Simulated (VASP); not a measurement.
VASP runs on GaSb (space group F-43m) share one base input (PBE GGA, plane waves, VASP's PBE PAW potentials (set 64)) and change the settings named in each case.

### INCAR
```
SYSTEM = GaSb
PREC = Accurate
ENCUT = 300
EDIFF = 1E-6
NELM = 100
ALGO = Normal
LREAL = .FALSE.
LASPH = .TRUE.
ISMEAR = -1
SIGMA = 0.01
GGA = PE
LMAXMIX = 4
LWAVE = .FALSE.
LCHARG = .FALSE.
ISIF = 2
```

### KPOINTS
```
Automatic mesh
0
Gamma
8 8 8
0 0 0
```

**POSCAR**
```
GaSb
1.0
  0.0000000000   3.0500000000   3.0500000000
  3.0500000000   0.0000000000   3.0500000000
  3.0500000000   3.0500000000   0.0000000000
Ga Sb
1 1
Cart
  0.0000000000   0.0000000000   0.0000000000
  1.5250000000   1.5250000000   1.5250000000
```

POTCAR, in this order: Ga_d Sb (PBE.64 set). Program: vasp_std.

```csv
change,E(σ→0) (eV/atom),pressure (GPa),gap on the mesh (eV)
base run,-3.6692,2.81,0.10
GGA = PS,-4.0737,?,?
"GGA_COMPAT = .FALSE., LNONCOLLINEAR = .TRUE., LSORBIT = .TRUE., MAGMOM = 0.0 0.0 0.0 0.0 0.0 0.0, program vasp_ncl",-3.7028,2.92,0.00
KPOINTS 4×4×4 Γ-centred mesh,-3.5735,3.01,0.09
```

Q: What belongs in the gaps?

A: 
- GGA = PS, pressure (GPa): 0.28
- GGA = PS, gap on the mesh (eV): 0.05

Energies of different potentials or functionals have different zeros.  Unless said otherwise, spin-orbit coupling is left out, though it shifts the bands of the heavy elements here. At 300 eV the pressure can carry a Pulay error.

Left out are runs that ran out of time, are held back, or changed the cell or the kind of run, fixed moments of cells without a moment, rows past the twelfth, gaps on odd meshes, pressures of charged cells and columns that move by less than the noise.

The structure is a typed GaSb crystal (F-43m). The cell was not relaxed at this level.
